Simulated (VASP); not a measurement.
# A VASP study of Si2W (LDA): structure first, properties next, part 2 of 4

What structure and properties does LDA give Si2W, and how near are they to the measured ones? The start is a cell from a database of measured crystal structures.

VASP 6.6.1, plane waves and PAW; the level of theory is named at each step.

So far. Step 2 (Relaxing cell and atoms (LDA)): It ends with a largest force of 0.003 eV/Å and a pressure of 0.03 GPa. The volume lies -2.4 % from that of the database's start, which holds the thermal and zero-point expansion of its experiment. Step 3 (Second relaxation): It ends with a largest force of 0.003 eV/Å and a pressure of 0.01 GPa. The volume moved by under 0.01 %: the run met its threshold at the first step. The relaxed cell has a = 3.187, c = 7.773 Å (conventional setting).

## 4. Single point with fields (LDA)

Level of this step: LDA; plane waves and PAW (Si, W) (VASP).

A single point on the relaxed cell gives a clean self-consistent state, with density, ELF and potential written out.

File INCAR:

```
SYSTEM = Si2W
PREC = Accurate
ENCUT = 400
EDIFF = 1E-06
NELM = 100
ISMEAR = 0
SIGMA = 0.05
LREAL = .FALSE.
ALGO = Normal
GGA = CA
NBANDS = 13
LASPH = .TRUE.
LORBIT = 11
LWAVE = .FALSE.
LCHARG = .TRUE.
ISIF = 2
LELF = .TRUE.
LVHAR = .TRUE.
```

File POSCAR:

```
Si2W
1.0
   -1.5936247427      1.5936247427      3.8863588592
    1.5936247427     -1.5936247427      3.8863588592
    1.5936247427      1.5936247427     -3.8863588592
Si W
2 1
Direct
    0.3348864609      0.3348864609      0.0000000000
    0.6651135391      0.6651135391      0.0000000000
    0.0000000000      0.0000000000      0.0000000000
```

File KPOINTS:

```
Automatic mesh
0
Gamma
10 10 10
0 0 0
```

PAW data sets: Si and W (LDA family, release 64).

On the command line:

```bash
$ mpirun -np 2 vasp_std
```

Output:

```text
[banner, memory and clock lines left out]
running    2 mpi-ranks, on    1 nodes
 distrk:  each k-point on    2 cores,    1 groups
 distr:  one band on    1 cores,    2 groups

 POSCAR found type information on POSCAR SiW
 POSCAR found :  2 types and       3 ions
 LDA part: xc-table for (Slater(with rela. corr.)+CA(PZ))
 , standard interpolation
|                                                                             |
|           W    W    AA    RRRRR   N    N  II  N    N   GGGG   !!!           |
|           W    W   A  A   R    R  NN   N  II  NN   N  G    G  !!!           |
|           W    W  A    A  R    R  N N  N  II  N N  N  G       !!!           |
|           W WW W  AAAAAA  RRRRR   N  N N  II  N  N N  G  GGG   !            |
|           WW  WW  A    A  R   R   N   NN  II  N   NN  G    G                |
|           W    W  A    A  R    R  N    N  II  N    N   GGGG   !!!           |
|                                                                             |
|     The number of bands has been changed from the values supplied in        |
|     The orbitals not found in the WAVECAR file will be initialized with     |
|     random numbers, which is usually adequate. For correlated               |
|     calculations, however, you should redo the groundstate calculation.     |
|     I found NBANDS = 13. Now, NBANDS = 14.                                  |
|                                                                             |

 POSCAR, INCAR and KPOINTS ok, starting setup
 FFT: planning ... GRIDC
 FFT: planning ... GRID_SOFT
 FFT: planning ... GRID
 WAVECAR not read
 entering main loop
       N       E                     dE             d eps       ncg     rms          rms(c)
DAV:   1     0.145829751468E+02    0.14583E+02   -0.51218E+03  2984   0.698E+02
DAV:   2    -0.267687781922E+02   -0.41352E+02   -0.37780E+02  3686   0.148E+02
DAV:   3    -0.283048763076E+02   -0.15361E+01   -0.15182E+01  3722   0.251E+01
DAV:   4    -0.283170496108E+02   -0.12173E-01   -0.12168E-01  3372   0.264E+00
DAV:   5    -0.283171755803E+02   -0.12597E-03   -0.12596E-03  3778   0.245E-01    0.266E+01
DAV:   6    -0.275993526657E+02    0.71782E+00   -0.16711E+00  3702   0.795E+00    0.111E+01
DAV:   7    -0.274735877201E+02    0.12576E+00   -0.19465E-01  3258   0.282E+00    0.543E+00
DAV:   8    -0.274485441472E+02    0.25044E-01   -0.39559E-02  3618   0.141E+00    0.512E-01
DAV:   9    -0.274482776541E+02    0.26649E-03   -0.16774E-03  3186   0.276E-01    0.280E-01
DAV:  10    -0.274481942402E+02    0.83414E-04   -0.31179E-04  3600   0.988E-02    0.800E-02
DAV:  11    -0.274481766027E+02    0.17637E-04   -0.50311E-05  3374   0.446E-02    0.273E-02
DAV:  12    -0.274481767936E+02   -0.19088E-06   -0.16756E-06  2702   0.919E-03
   1 F= -.27448177E+02 E0= -.27447829E+02  d E =-.695739E-03
```

The job ended after 25 s (2 MPI ranks of AMD EPYC 7R43, shared host; peak memory 0.26 GiB).

Parts of OUTCAR (step 4):

```text
The static configuration has the point symmetry D_4h.

 Found    102 irreducible k-points:

   k-points           NKPTS =    102   k-points in BZ     NKDIM =    102   number of bands    NBANDS=     14

   NELECT =      14.0000    total number of electrons

 E-fermi :  10.8086

 k-point     1 :       0.0000    0.0000    0.0000
  band No.  band energies     occupation
    ...
      2       3.8537      2.00000
      3       7.1371      2.00000
      4       7.3597      2.00000
      5       7.9368      2.00000
      6       7.9368      2.00000
      7      11.4367      0.00000
      8      13.7464      0.00000
      9      13.8113      0.00000
     10      14.0346      0.00000
     11      14.0346      0.00000
    ...

 k-point     2 :       0.1000    0.0000    0.0000
  band No.  band energies     occupation
    ...
      3       6.5328      2.00000
      4       7.3664      2.00000
      5       8.0660      2.00000
      6       8.1968      2.00000
      7      10.7587      1.84125
      8      13.1616      0.00000
      9      13.5007      0.00000
     10      14.3683      0.00000
     11      14.8026      0.00000
     12      15.7573      0.00000
    ...

  Total        0.0019952      0.0019952      0.0018744      0.0000000     -0.0000000      0.0000000
  in kB        0.0809712      0.0809712      0.0760657      0.0000000     -0.0000000      0.0000000
  external PRESSURE =       0.0793361 kB  Pullay stress =       0.0000000 kB

 POSITION                                       TOTAL-FORCE (eV/Angst)
 -----------------------------------------------------------------------------------
      0.00000      0.00000      2.60298         0.000000      0.000000     -0.002756
      0.00000      0.00000      5.16974        -0.000000     -0.000000      0.002756
      0.00000      0.00000      0.00000         0.000000      0.000000      0.000000
 -----------------------------------------------------------------------------------
    total drift:                                0.000000      0.000000     -0.000000

  FREE ENERGIE OF THE ION-ELECTRON SYSTEM (eV)
  ---------------------------------------------------
  free  energy   TOTEN  =       -27.4481767936 eV

  energy  without entropy=      -27.4474810544  energy(sigma->0) =      -27.44782892

[... 8 parts as in an earlier step ...]

[... 5 further parts left out ...]
```

Numbers from this step:

| Quantity | Value |
| --- | --- |
| SCF cycles | 12 |
| bands | 14 |
| pressure | 0.007934 GPa |

Valence electrons inside each PAW sphere by angular momentum. Sphere charges, by row:

| atom | s (e) | p (e) | d (e) | tot (e) |
| --- | --- | --- | --- | --- |
| Si1 | 0.745 | 0.915 | 0 | 1.66 |
| Si2 | 0.745 | 0.915 | 0 | 1.66 |
| W3 | 0.571 | 0.692 | 4.566 | 5.829 |

Valence density in the ac plane of the conventional cell at fractional y = 0.000, with atoms of Si and W within 0.2 Å of it. It is the smooth field of the valence electrons, not physical close to the nuclei.

Values in e/Å³, 24 rows by 14 columns, each cell a mean:
```
 0.79  0.73  0.62  0.49  0.37  0.29  0.26  0.25  0.26  0.31  0.40  0.53  0.66  0.75
 0.59  0.61  0.58  0.47  0.35  0.28  0.25  0.25  0.26  0.30  0.38  0.51  0.60  0.60
 0.47  0.46  0.43  0.36  0.30  0.26  0.24  0.23  0.24  0.27  0.32  0.38  0.45  0.47
 0.40  0.39  0.35  0.31  0.26  0.23  0.21  0.20  0.21  0.24  0.28  0.32  0.37  0.39
 0.45  0.43  0.37  0.31  0.25  0.20  0.18  0.17  0.18  0.22  0.27  0.33  0.39  0.43
 0.47  0.46  0.41  0.34  0.27  0.20  0.16  0.15  0.17  0.22  0.29  0.37  0.43  0.46
 0.23  0.28  0.36  0.36  0.29  0.22  0.17  0.16  0.18  0.24  0.32  0.37  0.34  0.27
-0.10  0.04  0.27  0.37  0.33  0.25  0.20  0.19  0.21  0.28  0.35  0.36  0.20  0.00
 0.00  0.13  0.34  0.41  0.37  0.29  0.24  0.22  0.25  0.31  0.39  0.41  0.28  0.08
 0.30  0.36  0.42  0.42  0.36  0.30  0.26  0.24  0.26  0.32  0.38  0.43  0.41  0.34
 0.38  0.39  0.38  0.36  0.32  0.28  0.26  0.25  0.26  0.29  0.33  0.37  0.39  0.39
 0.34  0.34  0.33  0.31  0.29  0.27  0.25  0.25  0.26  0.27  0.30  0.32  0.33  0.34
 0.36  0.36  0.35  0.33  0.30  0.27  0.26  0.25  0.26  0.28  0.31  0.34  0.35  0.36
 0.38  0.40  0.42  0.39  0.35  0.29  0.26  0.25  0.27  0.31  0.36  0.40  0.41  0.39
 0.15  0.25  0.39  0.43  0.37  0.30  0.25  0.24  0.26  0.32  0.39  0.43  0.35  0.22
-0.12  0.04  0.28  0.39  0.35  0.27  0.22  0.20  0.23  0.30  0.37  0.38  0.21 -0.01
 0.04  0.15  0.31  0.36  0.31  0.23  0.19  0.17  0.19  0.26  0.33  0.36  0.26  0.11
 0.40  0.41  0.41  0.36  0.28  0.20  0.16  0.15  0.17  0.23  0.30  0.37  0.41  0.40
 0.48  0.45  0.40  0.33  0.26  0.20  0.17  0.16  0.17  0.21  0.28  0.35  0.42  0.46
 0.41  0.40  0.35  0.30  0.26  0.21  0.19  0.19  0.20  0.23  0.27  0.32  0.37  0.40
 0.42  0.41  0.38  0.33  0.28  0.24  0.23  0.22  0.23  0.25  0.29  0.34  0.39  0.42
 0.52  0.54  0.51  0.42  0.33  0.27  0.25  0.24  0.25  0.29  0.35  0.45  0.53  0.54
 0.68  0.67  0.62  0.50  0.37  0.29  0.26  0.25  0.26  0.31  0.40  0.54  0.65  0.68
 0.89  0.78  0.60  0.47  0.36  0.28  0.25  0.25  0.26  0.31  0.39  0.50  0.66  0.82
```
Columns run along a (3.2 Å), rows up along c (7.8 Å), edges of the conventional cell, whose origin can differ from the input's. Atoms in or near the plane, at fractional coordinates: Si at (0.00, 0.33), Si at (0.00, 0.67), W at (0.00, 0.00).

ELF in the ac plane of the conventional cell at fractional y = 0.000, with atoms of Si and W within 0.2 Å of it. It is the smooth field of the valence electrons, not physical close to the nuclei.

Ten even steps from '_' (0.00) to '@' (0.77), each cell a mean:
```
______....::==++==::..______
____..::::--==++==--::::..__
::::----============------::
++++++++====------====++++++
@@%%%%**++--::::::--++##%%@@
@@@@%%##++--....::--**##%%@@
++++****++--::..::==******++
..::==****++--::--++****--::
..::++##%%**++==++##%%##==::
--++##%%%%##++++**##%%%%**==
++**######**++++++**######**
++********++++++++**********
******##****++++++**********
++**##%%%%**++++**##%%%%##++
::--**%%%%##++++++##%%%%++--
..::==####++==--==**##**--..
::--++****==::::--==****==--
%%%%####++--....::--**##%%%%
@@@@%%##++--::..::--++##@@@@
####****++----::--==++**####
----======================--
__..::----====++==----::::..
______..::--==++==::::..____
________..::==++--::..______
```
Columns run along a (3.2 Å), rows up along c (7.8 Å), edges of the conventional cell, whose origin can differ from the input's. Atoms in or near the plane, at fractional coordinates: Si at (0.00, 0.33), Si at (0.00, 0.67), W at (0.00, 0.00).

Electrostatic potential energy in the ac plane of the conventional cell at fractional y = 0.000, with atoms of Si and W within 0.2 Å of it. With pseudopotentials it is smooth inside the atoms' cores, unlike the true potential.

Ten even steps from '_' (-95 eV) to '@' (1 eV), each cell a mean:
```
****####%%@@@@@@@@@@%%##****
######%%@@@@@@@@@@@@%%%%####
%%%%%%@@@@@@@@@@@@@@@@@@%%%%
@@@@@@@@@@@@@@@@@@@@@@@@@@@@
@@@@@@@@@@@@@@@@@@@@@@@@@@@@
**##%%@@@@@@@@@@@@@@@@@@%%##
..::++%%@@@@@@@@@@@@@@##==::
____--**%%@@@@@@@@@@%%++..__
____--##@@@@@@@@@@@@%%**::__
--==**%%@@@@@@@@@@@@@@%%**==
%%%%@@@@@@@@@@@@@@@@@@@@@@%%
@@@@@@@@@@@@@@@@@@@@@@@@@@@@
@@@@@@@@@@@@@@@@@@@@@@@@@@@@
**##%%@@@@@@@@@@@@@@@@@@##**
..::++##@@@@@@@@@@@@@@##==..
____::**%%@@@@@@@@@@%%++..__
__..--##@@@@@@@@@@@@%%**::__
==++##%%@@@@@@@@@@@@@@%%**==
%%%%@@@@@@@@@@@@@@@@@@@@@@%%
@@@@@@@@@@@@@@@@@@@@@@@@@@@@
%%%%@@@@@@@@@@@@@@@@@@@@@@%%
####%%%%@@@@@@@@@@@@@@%%%%##
****##%%%%@@@@@@@@@@%%####**
******##%%@@@@@@@@%%%%##****
```
Columns run along a (3.2 Å; values clipped at the 3rd and 97th percentile), rows up along c (7.8 Å), edges of the conventional cell, whose origin can differ from the input's. Atoms in or near the plane, at fractional coordinates: Si at (0.00, 0.33), Si at (0.00, 0.67), W at (0.00, 0.00).

In this run the pressure is 0.01 GPa, small enough to go on.

## 5. Band structure (LDA)

Levels along the symmetry lines show where the bands peak and cross; KPOINTS_OPT computes them in the converged potential.

File INCAR:

```
SYSTEM = Si2W
PREC = Accurate
ENCUT = 400
EDIFF = 1E-06
NELM = 100
ISMEAR = 0
SIGMA = 0.05
LREAL = .FALSE.
ALGO = Normal
GGA = CA
NBANDS = 20
LASPH = .TRUE.
LORBIT = 11
LWAVE = .FALSE.
LCHARG = .FALSE.
KPAR = 2
```

POSCAR is that of step 4.

KPOINTS is that of step 4.

File KPOINTS_OPT:

```
Line mode
16
Line-mode
Reciprocal
  0.00000000   0.00000000   0.00000000 GAMMA
  0.00000000   0.00000000   0.50000000 X

  0.00000000   0.00000000   0.50000000 X
 -0.08407296   0.08407296   0.50000000 Y

 -0.08407296   0.08407296   0.50000000 Y
 -0.29203648   0.29203648   0.29203648 S

 -0.29203648   0.29203648   0.29203648 S
  0.00000000   0.00000000   0.00000000 GAMMA

  0.00000000   0.00000000   0.00000000 GAMMA
  0.50000000   0.50000000  -0.50000000 Z

  0.50000000   0.50000000  -0.50000000 Z
  0.29203648   0.70796352  -0.29203648 S1

  0.29203648   0.70796352  -0.29203648 S1
  0.00000000   0.50000000   0.00000000 N

  0.00000000   0.50000000   0.00000000 N
  0.25000000   0.25000000   0.25000000 P

  0.25000000   0.25000000   0.25000000 P
  0.50000000   0.50000000  -0.08407296 Y1

  0.50000000   0.50000000  -0.08407296 Y1
  0.50000000   0.50000000  -0.50000000 Z

  0.00000000   0.00000000   0.50000000 X
  0.25000000   0.25000000   0.25000000 P
```

On the command line:

```bash
$ mpirun -np 2 vasp_std
```

Output:

```text
[... set-up lines as in an earlier step ...]
 entering main loop
       N       E                     dE             d eps       ncg     rms          rms(c)
DAV:   1     0.137880757141E+02    0.13788E+02   -0.47802E+03  4096   0.489E+02
DAV:   2    -0.268954678074E+02   -0.40684E+02   -0.37731E+02  5008   0.119E+02
DAV:   3    -0.283104040887E+02   -0.14149E+01   -0.13920E+01  5100   0.177E+01
DAV:   4    -0.283171383108E+02   -0.67342E-02   -0.67311E-02  4816   0.150E+00
DAV:   5    -0.283171773109E+02   -0.39000E-04   -0.39001E-04  4988   0.114E-01    0.266E+01
DAV:   6    -0.275982469100E+02    0.71893E+00   -0.91517E-01  5284   0.557E+00    0.109E+01
DAV:   7    -0.274729009550E+02    0.12535E+00   -0.16922E-01  4456   0.213E+00    0.553E+00
DAV:   8    -0.274485835409E+02    0.24317E-01   -0.34944E-02  4836   0.101E+00    0.591E-01
DAV:   9    -0.274482812255E+02    0.30232E-03   -0.14728E-03  4500   0.220E-01    0.357E-01
DAV:  10    -0.274482086342E+02    0.72591E-04   -0.22925E-04  4864   0.675E-02    0.120E-01
DAV:  11    -0.274481767466E+02    0.31888E-04   -0.51232E-05  4596   0.337E-02    0.297E-02
DAV:  12    -0.274481768095E+02   -0.62914E-07   -0.18913E-06  4788   0.783E-03
   1 F= -.27448177E+02 E0= -.27447829E+02  d E =-.695642E-03
 Start KPOINTS_OPT (optional k-point list driver)
k-point batch [1-102\176]
       N       E                     dE             ncg
DAV:   1     0.126088020947E+05   -0.21864E+05     4080
DAV:   2     0.831925984370E+04   -0.42895E+04     5132
DAV:   3     0.816637900127E+04   -0.15288E+03     5092
DAV:   4     0.816566056532E+04   -0.71844E+00     5048
DAV:   5     0.816565631487E+04   -0.42504E-02     5184
DAV:   6     0.816565627643E+04   -0.38439E-04     5116
DAV:   7     0.816565627604E+04   -0.38385E-06     4420
k-point batch [103-176\176]
       N       E                     dE             ncg
DAV:   1     0.182473783297E+05   -0.27145E+05     2968
DAV:   2     0.152577130252E+05   -0.29897E+04     3812
DAV:   3     0.151638050685E+05   -0.93908E+02     3600
DAV:   4     0.151633779036E+05   -0.42716E+00     3616
DAV:   5     0.151633755122E+05   -0.23913E-02     3620
DAV:   6     0.151633754928E+05   -0.19462E-04     3772
DAV:   7     0.151633754926E+05   -0.16653E-06     3004
```

It took 58 s on 2 MPI ranks; peak memory 0.38 GiB.

OUTCAR, selected parts (step 5):

```text
   k-points           NKPTS =    102   k-points in BZ     NKDIM =    102   number of bands    NBANDS=     20

   NELECT =      14.0000    total number of electrons

 E-fermi :  10.8085

 k-point     1 :       0.0000    0.0000    0.0000
  band No.  band energies     occupation
    ...
      2       3.8537      2.00000
      3       7.1371      2.00000
      4       7.3598      2.00000
      5       7.9367      2.00000
      6       7.9367      2.00000
      7      11.4366      0.00000
      8      13.7465      0.00000
      9      13.8113      0.00000
     10      14.0346      0.00000
     11      14.0346      0.00000
    ...

  Total        0.0022602      0.0022602      0.0022309      0.0000000     -0.0000000      0.0000000
  in kB        0.0917244      0.0917244      0.0905343      0.0000000     -0.0000000      0.0000000
  external PRESSURE =       0.0913277 kB  Pullay stress =       0.0000000 kB

 POSITION                                       TOTAL-FORCE (eV/Angst)
 -----------------------------------------------------------------------------------
      0.00000      0.00000      2.60298         0.000000      0.000000     -0.002774
      0.00000      0.00000      5.16974        -0.000000     -0.000000      0.002774
      0.00000      0.00000      0.00000        -0.000000     -0.000000     -0.000000
 -----------------------------------------------------------------------------------
    total drift:                                0.000000      0.000000     -0.000000

  FREE ENERGIE OF THE ION-ELECTRON SYSTEM (eV)
  ---------------------------------------------------
  free  energy   TOTEN  =       -27.4481768095 eV

  energy  without entropy=      -27.4474811677  energy(sigma->0) =      -27.44782899

[... 10 parts as in an earlier step ...]

[... 6 further parts left out ...]
```

Spin-orbit coupling is off here; with elements this heavy it splits and shifts levels by tenths of an eV or more.

Numbers from this step:

```yaml
bands: 20
pressure: 0.009133 GPa
```

Electronic bands along the path, in eV, zero at the Fermi level; # counts the bands kept, so #1 is VASP's band 2:

| point | #3 | #4 | #5 | #6 | #7 | #8 | #9 | #10 |
| --- | --- | --- | --- | --- | --- | --- | --- | --- |
| Γ | -3.45 | -2.87 | -2.87 | 0.63 | 2.94 | 3.00 | 3.23 | 3.23 |
| 0.53 of the way | -5.54 | -3.26 | -2.75 | -2.02 | 2.87 | 3.43 | 3.90 | 4.35 |
| X | -5.44 | -5.05 | -3.33 | -1.68 | 2.96 | 3.02 | 3.21 | 4.00 |
| 0.47 of the way | -5.06 | -5.02 | -3.29 | -1.85 | 2.64 | 2.75 | 3.20 | 4.41 |
| Y | -5.15 | -4.06 | -3.18 | -2.28 | 2.09 | 2.17 | 3.12 | 5.30 |
| 0.47 of the way | -3.74 | -3.03 | -2.78 | -1.65 | 1.46 | 1.98 | 2.79 | 4.24 |
| S | -3.12 | -2.74 | -2.49 | -0.33 | 1.83 | 2.60 | 3.65 | 4.53 |
| 0.47 of the way | -4.26 | -2.57 | -2.06 | -1.88 | 1.65 | 2.46 | 3.80 | 5.12 |
| Γ | -3.45 | -2.87 | -2.87 | 0.63 | 2.94 | 3.00 | 3.23 | 3.23 |
| 0.47 of the way | -2.49 | -2.36 | -2.36 | 0.71 | 1.68 | 1.81 | 1.81 | 4.10 |
| Z | -2.61 | -0.76 | -0.76 | -0.51 | -0.51 | 0.81 | 4.67 | 5.07 |
| 0.47 of the way | -2.97 | -1.71 | -1.37 | -0.33 | 0.00 | 1.66 | 4.24 | 5.58 |
| S1 | -3.12 | -2.74 | -2.49 | -0.33 | 1.83 | 2.60 | 3.65 | 4.53 |
| 0.47 of the way | -3.72 | -2.81 | -2.75 | -0.43 | 2.44 | 3.05 | 3.26 | 4.37 |
| N | -4.86 | -2.85 | -2.83 | -0.45 | 2.76 | 2.90 | 4.07 | 4.58 |
| 0.47 of the way | -4.64 | -3.32 | -2.23 | -1.92 | 0.47 | 2.79 | 3.86 | 3.94 |
| P | -6.66 | -2.99 | -2.42 | -2.42 | 0.17 | 3.02 | 3.76 | 4.22 |
| 0.47 of the way | -5.86 | -3.72 | -2.97 | -2.08 | 1.15 | 2.78 | 3.77 | 4.12 |
| Y1 | -5.15 | -4.06 | -3.18 | -2.28 | 2.09 | 2.17 | 3.12 | 5.30 |
| 0.53 of the way | -4.82 | -1.82 | -1.67 | -0.70 | -0.04 | 1.70 | 3.96 | 5.65 |
| Z | -2.61 | -0.76 | -0.76 | -0.51 | -0.51 | 0.81 | 4.67 | 5.07 |
| jump to X | -5.44 | -5.05 | -3.33 | -1.68 | 2.96 | 3.02 | 3.21 | 4.00 |
| 0.47 of the way | -6.22 | -3.97 | -3.06 | -1.86 | 1.43 | 3.02 | 3.69 | 4.05 |
| P | -6.66 | -2.99 | -2.42 | -2.42 | 0.17 | 3.02 | 3.76 | 4.22 |

Of the projections kept (Si, W), the largest for each band there; the rest of the weight can lie on other orbitals:

| point | #3 | #4 | #5 | #6 | #7 | #8 | #9 | #10 |
| --- | --- | --- | --- | --- | --- | --- | --- | --- |
| Γ | W 1.00 | W 0.68 | W 0.68 | W 1.00 | Si 0.72 | - | Si 0.62 | Si 0.62 |
| X | Si 0.89 | W 0.66 | W 0.86 | W 0.64 | Si 0.73 | W 1.00 | W 0.94 | W 0.89 |
| Y | W 0.65 | Si 0.67 | W 0.86 | W 0.73 | Si 0.54 | W 0.98 | W 0.89 | W 0.73 |
| S | W 0.85 | W 0.79 | W 0.73 | W 0.99 | W 0.91 | W 0.91 | W 0.54 | Si 0.89 |
| Γ | W 1.00 | W 0.68 | W 0.68 | W 1.00 | Si 0.72 | - | Si 0.62 | Si 0.62 |
| Z | W 0.91 | Si 0.80 | Si 0.80 | W 0.93 | W 0.93 | W 1.00 | Si 0.97 | Si 0.71 |

There is no gap at this level.

(Continued in part 3 of 4.)

[Lines on the potential files, build, host, timing and source positions are cut from VASP's logs without a mark.]

[Logs are printed without paths, hosts, clocks, repeated set-up lines and the standing remarks that a program may print on its own settings, such as how far it seeks lower states.]

[Hosts, paths, dates, database ids (printed as entryN), source tags and the programs' standing remarks are cut or masked in the printed files.]

[A measured line is paired with the nearest computed mode of its activity, which favours agreement.]
